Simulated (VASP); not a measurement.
## PbBrF (space group P4/nmm): computed properties

The numbers are results of r2SCAN meta-GGA, VASP's PBE PAW potentials (set 64) (plane waves; VASP), not measurements.

```json
{
 "space_group": "P4/nmm (129)",
 "cell": "a = b = 4.187 Å, c = 7.659 Å, α = β = γ = 90.00°",
 "volume_per_atom": "22.37 Å^3/atom",
 "band gap (over mesh and band path)": "2.97 eV",
 "smallest direct gap (over mesh and band path)": "2.97 eV",
 "band_edge_character_without_spin_orbit_coupling": "direct, Z to Z",
 "band_gap_with_spin_orbit_coupling": "2.72 eV",
 "density": "7.57 g/cm³"
}
```

```xyz
6
Lattice="4.1866 0.0000 0.0000 0.0000 4.1866 0.0000 0.0000 0.0000 7.6590" Properties=species:S:1:pos:R:3 pbc="T T T"
Pb     0.0000     2.0933     6.1999
Pb     2.0933     0.0000     1.4592
Br     2.0933     0.0000     4.9953
Br     0.0000     2.0933     2.6637
F      2.0933     2.0933     0.0000
F      0.0000     0.0000     0.0000
```

Unless said otherwise, spin-orbit coupling is left out, though it shifts the bands of the heavy elements here.

The structure comes from a computed database's PbBrF entry (P4/nmm); how it stands against other phases isn't given here. It was relaxed first. Symmetry was kept, so distortions that lower it aren't found.
